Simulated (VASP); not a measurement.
The system is LaB6.

```
CELL_PARAMETERS angstrom
4.15700 0.00000 0.00000
0.00000 4.15700 0.00000
0.00000 0.00000 4.15700
ATOMIC_POSITIONS crystal
La 0.00000 0.00000 0.00000
B 0.19750 0.50000 0.50000
B 0.50000 0.19750 0.50000
B 0.80250 0.50000 0.50000
B 0.50000 0.80250 0.50000
B 0.50000 0.50000 0.19750
B 0.50000 0.50000 0.80250
```

| Property | Result |
| --- | --- |
| Program | VASP 6.6.1 |
| Task | relaxation of cell and atoms |
| Functional | r2SCAN |
| Potentials or basis | VASP PAW PBE potentials, release 64 (La, B) |
| Cutoff | 600 eV |
| k mesh | 8 × 8 × 8 |
| Occupations | gaussian, width 0.1 eV |
| Spin | no spin polarisation |

At the start: pressure -1.1 GPa; volume 10.26 Å³/atom.

**Question.** Where does the relaxation end?

**Answer.** Over 6 steps the energy falls by 3.0 meV/atom and the volume is 10.23 Å³/atom (-0.3 %); space group Pm-3m (No. 221, to 0.05 Å).

Step by step:
```csv
step,energy change (eV),largest force (eV/Å),pressure (GPa),volume (Å³)
1,0.0000,0.6601,-1.07,71.84
2,0.0736,1.4090,2.71,71.12
3,-0.0211,0.0004,-0.08,71.61
4,-0.0211,0.0130,-0.06,71.60
5,-0.0211,0.0199,0.00,71.57
6,-0.0211,0.0026,-0.03,71.58
```

Final structure:
```cif
data_structure
_symmetry_space_group_name_H-M 'P 1'
_symmetry_Int_Tables_number 1
_cell_length_a 4.1521
_cell_length_b 4.1521
_cell_length_c 4.1521
_cell_angle_alpha 90.000
_cell_angle_beta 90.000
_cell_angle_gamma 90.000
_cell_volume 71.58
loop_
_atom_site_label
_atom_site_type_symbol
_atom_site_fract_x
_atom_site_fract_y
_atom_site_fract_z
_atom_site_occupancy
La1 La 0.00000 0.00000 0.00000 1
B1 B 0.19994 0.50000 0.50000 1
B2 B 0.50000 0.19994 0.50000 1
B3 B 0.80006 0.50000 0.50000 1
B4 B 0.50000 0.80006 0.50000 1
B5 B 0.50000 0.50000 0.19994 1
B6 B 0.50000 0.50000 0.80006 1
```

Caveat: the PAW data sets were made with another functional, which shifts forces and pressure a little.
